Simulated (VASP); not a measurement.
# GW-BSE spectrum of GaP, part 3 of 3

Wanted: the lowest vertical excitons of GaP and its absorption. The cell is of the zinc-blende type, one of the forms listed for this formula. The start is a cell from a database of measured crystal structures.

VASP 6.6.1, plane waves and PAW; the level of theory is named at each step.

So far, quasiparticle gap on the mesh (eV): step 4 (G0W0) 2.09. Also gap on the k-mesh (eV): step 3 (empty bands) 1.65.

## Step 6: Without the electron-hole attraction

This step: BSE on G0W0 on PBE, without the electron-hole attraction; plane waves and PAW (Ga_d_GW, P_GW) (VASP 6.6.1).

LADDER = .FALSE. removes the attraction and keeps the local fields, which shows what the attraction does.

The input, INCAR:

```
SYSTEM = GaP
PREC = Accurate
ENCUT = 430
ISMEAR = 0
SIGMA = 0.01
LREAL = .FALSE.
GGA = PE
NBANDS = 96
ALGO = BSE
NBANDSO = 4
NBANDSV = 4
OMEGAMAX = 25
NEDOS = 1000
CSHIFT = 0.1
PRECFOCK = Fast
LWAVE = .FALSE.
LCHARG = .FALSE.
ENCUTGW = 100
ANTIRES = 0
LADDER = .FALSE.
```

The input, POSCAR:

```
GaP
1.0
    0.0000000000      2.7252500000      2.7252500000
    2.7252500000      0.0000000000      2.7252500000
    2.7252500000      2.7252500000      0.0000000000
Ga P
1 1
Direct
    0.0000000000      0.0000000000      0.0000000000
    0.2500000000      0.2500000000      0.2500000000
```

The input, KPOINTS:

```
Automatic mesh
0
Gamma
6 6 6
0 0 0
```

The projector-augmented-wave data sets are Ga_d_GW and P_GW (PBE family, release 64).

Started as:

```
> mpirun -np 8 vasp_std
```

The program printed:

```text
[banner, memory and clock lines left out]
 LDA part: xc-table for (Slater+PW92), standard interpolation
 found WAVECAR, reading the header
 POSCAR, INCAR and KPOINTS ok, starting setup
 FFT: planning ... GRIDC
 FFT: planning ... GRID_SOFT
 FFT: planning ... GRID
 reading WAVECAR
 the WAVECAR file was read successfully
 initial charge from wavefunction
 available memory per node:     88.50 GB, setting MAXMEM to     90624

 Doing            0  frequencies on each core in blocks of            0
 parallelization over k-points
 Using distributed matrix
 Using distributed eigensolver
 allocating two-electron 4 orbital integral table    4    4    4    4
 BSE setting up matrix
 available memory per node:     88.37 GB, setting MAXMEM to     90495
 Calculate matrix elements of the BSE Hamiltonian:
 Workload is divided into blocks of two-electron 4 orbital integrals computed in
  parallel.
 Each block/integral has dimensions  of (   4,   4,   4,   4) orbitals
 Total number of blocks/integrals:                23436
 Number of spins:                                     1
 Number of kpoints:                                 216
 Spin channel:                                        1
  Number of blocks of unoccupied bands:               1
  Number of blocks of occupied bands:                 1
 Number of rows/columns of blocks:                  216

                                                        Time (sec)
               Integrals                 Ranks       Real         CPU
  [         1 -       1728/     23436]     8         1.48        0.00
  [      1729 -       3456/     23436]     8         2.95        0.00
  [      3457 -       5184/     23436]     8         4.55        0.00
  [      5185 -       6912/     23436]     8         6.02        0.00
  [      6913 -       8640/     23436]     8         7.58        0.00
  [      8641 -      10368/     23436]     8         9.05        0.00
  [     10369 -      12096/     23436]     8        10.59        0.00
  [     12097 -      13824/     23436]     8        12.20        0.00
  [     13825 -      15552/     23436]     8        13.76        0.00
  [     15553 -      17280/     23436]     8        15.38        0.00
  [     17281 -      19008/     23436]     8        16.86        0.00
  [     19009 -      20736/     23436]     8        18.49        0.00
  [     20737 -      22464/     23436]     8        20.03        0.00
  [     22465 -      23328/     23436]     8        20.87        0.00
  [     23329 -      23436/     23436]     8        21.09        0.00

[... 7 parts as in an earlier step ...]
```

Run time: 33 s. Hardware: 8 MPI ranks of AMD EPYC 7R43, shared host; peak memory 2.1 GiB.

Parts of OUTCAR (step 6):

```text
   NELECT =      18.0000    total number of electrons

 E-fermi :   4.9775

[... 8 parts as in an earlier step ...]

[... 2 further parts left out ...]
```

This step gave:

- lowest excitation: 2.747 eV

The imaginary dielectric function, xx has structure finer than the step of the table below, so its rows give means over 1 eV, whole bins alone (the curve runs from 0 to 25 eV). Peaks (eV: height): 3.7: 45.7, 5.2: 61.4.

From 4 filled and 4 empty bands alone, without any pair above OMEGAMAX = 25 eV, so strength is missing wherever others contribute; lines are broadened by CSHIFT, which also makes the tail under the first line. Imaginary dielectric function, xx against photon energy; means over each step:

| photon energy (eV) | imaginary dielectric function, xx |
| --- | --- |
| 1 | 0.110 |
| 2 | 0.499 |
| 3 | 4.43 |
| 4 | 13.4 |
| 5 | 25.9 |
| 6 | 7.54 |
| 7 | 6.38 |
| 8 | 7.29 |
| 9 | 5.17 |
| 10 | 1.24 |
| 11 | 1.68 |
| 12 | 1.44 |
| 13 | 0.631 |
| 14 | 0.394 |
| 15 | 0.579 |
| 16 | 0.268 |
| 17 | 0.246 |
| 18 | 0.190 |
| 19 | 0.157 |
| 20 | 0.0858 |
| 21 | 0.0172 |
| 22 | 0.00952 |
| 23 | 0.00747 |
| 24 | 0.00616 |

The lowest excitation lies at 2.747 eV, +171 meV against the Tamm-Dancoff singlet. Peak heights aren't converged with the mesh, least of all at the onset.

## Step 7: Independent quasiparticles

This step: BSE on G0W0 on PBE, independent quasiparticles; plane waves and PAW (Ga_d_GW, P_GW) (VASP 6.6.1).

With LADDER and LHARTREE off the pairs don't interact at all, so the lowest line must equal the direct gap.

Edit INCAR of step 6 so:

```diff
@@ -20 +20,2 @@
 LADDER = .FALSE.
+LHARTREE = .FALSE.
```

POSCAR is that of step 6.

KPOINTS is that of step 6.

Started as:

```
> mpirun -np 8 vasp_std
```

The program printed:

```text
[banner, memory and clock lines left out]
 LDA part: xc-table for (Slater+PW92), standard interpolation
 found WAVECAR, reading the header
 POSCAR, INCAR and KPOINTS ok, starting setup
 FFT: planning ... GRIDC
 FFT: planning ... GRID_SOFT
 FFT: planning ... GRID
 reading WAVECAR
 the WAVECAR file was read successfully
 initial charge from wavefunction
 available memory per node:     88.56 GB, setting MAXMEM to     90689

 Doing            0  frequencies on each core in blocks of            0
 parallelization over k-points
 Using distributed matrix
 Using distributed eigensolver
 allocating two-electron 4 orbital integral table    4    4    4    4
 BSE setting up matrix
 available memory per node:     88.44 GB, setting MAXMEM to     90558
 Calculate matrix elements of the BSE Hamiltonian:
 Workload is divided into blocks of two-electron 4 orbital integrals computed in
  parallel.
 Each block/integral has dimensions  of (   4,   4,   4,   4) orbitals
 Total number of blocks/integrals:                23436
 Number of spins:                                     1
 Number of kpoints:                                 216
 Spin channel:                                        1
  Number of blocks of unoccupied bands:               1
  Number of blocks of occupied bands:                 1
 Number of rows/columns of blocks:                  216

                                                        Time (sec)
               Integrals                 Ranks       Real         CPU
  [         1 -       1728/     23436]     8         0.41        0.00
  [      1729 -       3456/     23436]     8         0.79        0.00
  [      3457 -       5184/     23436]     8         1.17        0.00
  [      5185 -       6912/     23436]     8         1.56        0.00
  [      6913 -       8640/     23436]     8         1.97        0.00
  [      8641 -      10368/     23436]     8         2.37        0.00
  [     10369 -      12096/     23436]     8         2.76        0.00
  [     12097 -      13824/     23436]     8         3.16        0.00
  [     13825 -      15552/     23436]     8         3.55        0.00
  [     15553 -      17280/     23436]     8         3.97        0.00
  [     17281 -      19008/     23436]     8         4.36        0.00
  [     19009 -      20736/     23436]     8         4.76        0.00
  [     20737 -      22464/     23436]     8         5.16        0.00
  [     22465 -      23328/     23436]     8         5.36        0.00
  [     23329 -      23436/     23436]     8         5.40        0.00

[... 7 parts as in an earlier step ...]
```

Wall time 20 s (8 MPI ranks); peak memory 2.1 GiB; 2.6 min of CPU time.

Parts of OUTCAR (step 7):

```text
   NELECT =      18.0000    total number of electrons

 E-fermi :   4.9775

[... 8 parts as in an earlier step ...]

[... 2 further parts left out ...]
```

This step gave:

```
lowest excitation : 2.742 eV
```

The imaginary dielectric function, xx has structure finer than the step of the table below, so its rows give means over 0.5 eV, whole bins alone (the curve runs from 0 to 25 eV). Peaks (eV: height): 3.63: 49.0, 4.63: 27.0, 5.13: 67.2, 6.51: 12.7.

From 4 filled and 4 empty bands alone, without any pair above OMEGAMAX = 25 eV, so strength is missing wherever others contribute; lines are broadened by CSHIFT, which also makes the tail under the first line. The imaginary dielectric function, xx by photon energy; means over each step:

photon energy (eV), imaginary dielectric function, xx and a bar:
```
      0.5        0.1 
      1.0        0.1 
      1.5        0.2 
      2.0        0.4 
      2.5        2.7 ##
      3.0        3.6 ###
      3.5       21.7 ################
      4.0        7.2 #####
      4.5       15.1 ###########
      5.0       39.9 ##############################
      5.5       15.0 ###########
      6.0        5.9 ####
      6.5        8.3 ######
      7.0        6.6 #####
      7.5        7.8 ######
      8.0        6.7 #####
      8.5        4.6 ###
      9.0        2.7 ##
      9.5        1.2 #
     10.0        0.6 
     10.5        0.9 #
     11.0        1.2 #
     11.5        0.7 
     12.0        0.6 
     12.5        0.4 
     13.0        0.2 
     13.5        0.1 
     14.0        0.2 
     14.5        0.2 
     15.0        0.2 
     15.5        0.1 
     16.0        0.1 
     16.5        0.0 
     17.0        0.1 
     17.5        0.0 
     18.0        0.0 
     18.5        0.0 
     19.0        0.0 
     19.5        0.0 
     20.0        0.0 
     20.5        0.0 
     21.0        0.0 
     21.5        0.0 
     22.0        0.0
```

The lowest excitation lies at 2.742 eV, +166 meV against the Tamm-Dancoff singlet. Peak heights aren't converged with the mesh, least of all at the onset.

## Step 8: Summary

This step: BSE on G0W0 on PBE; plane waves and PAW (VASP 6.6.1).

Derived from the runs above.

Cost is wall time times ranks on a shared host, for this step alone, without the steps before it. Excitations by level:

| level | first excitation (eV) | cost (core minutes) |
| --- | --- | --- |
| BSE, Tamm-Dancoff | 2.576 | 6.53 |
| without the electron-hole attraction | 2.747 | 4.4 |
| independent quasiparticles | 2.742 | 2.67 |

## Step 9: Results

| Quantity | Value |
| --- | --- |
| BSE, Tamm-Dancoff | lowest vertical excitation 2.576 eV; direct gap 2.742 eV |
| without the electron-hole attraction | lowest vertical excitation 2.747 eV; direct gap 2.742 eV |
| independent quasiparticles | lowest vertical excitation 2.742 eV; direct gap 2.742 eV |

In words: The Bethe-Salpeter equation puts the lowest vertical singlet excitation at 2.576 eV, 0.17 eV below the direct gap of 2.742 eV; the states within 10 meV of it carry 17 % of the strength of the strongest such group among the lowest 40 states. The attraction moves the centre of weight of eps2 xx over the computed range by -1.04 eV against the run without the attraction, a shift that holds the same mesh error. The binding energy was not obtained: in a well-screened crystal the exciton spreads over many cells, and on this mesh its distance from the gap is set by the mesh and is far too large. On such a mesh the heights of single peaks aren't converged either. Bands, response cutoff and mesh of the GW step weren't tested in this session. Only vertical pairs enter; the least gap on the mesh is indirect, 2.085 eV, and its phonon-assisted absorption is absent. Only the bands set by NBANDSO and NBANDSV form pairs, and any pair above OMEGAMAX = 25 eV is dropped, so the spectrum is that of this window; the window can cut degenerate bands. Spin-orbit coupling is left out; with Ga in the cell it can split or shift band edges, by an amount that depends on which atoms form them and isn't tested here. Not tabulated here, as repeats of values shown or as unfit to read for their mesh, reference level or band range: eps2 curves (empty bands); eps1 curves and static values (BSE, empty bands, independent quasiparticles, without the electron-hole attraction); exciton binding energies (BSE); line lists of runs without attraction (independent quasiparticles, without the electron-hole attraction).

[Lines on the potential files, build, host, timing and source positions are cut from VASP's logs without a mark.]

[Logs are printed without paths, hosts, clocks, repeated set-up lines and the standing remarks that a program may print on its own settings, such as how far it seeks lower states.]

[Hosts, paths, dates, database ids (printed as entryN), source tags and the programs' standing remarks are cut or masked in the printed files.]

[Pressures printed for these runs are not shown converged in the cutoff: they can be off by several GPa and have the wrong sign.]
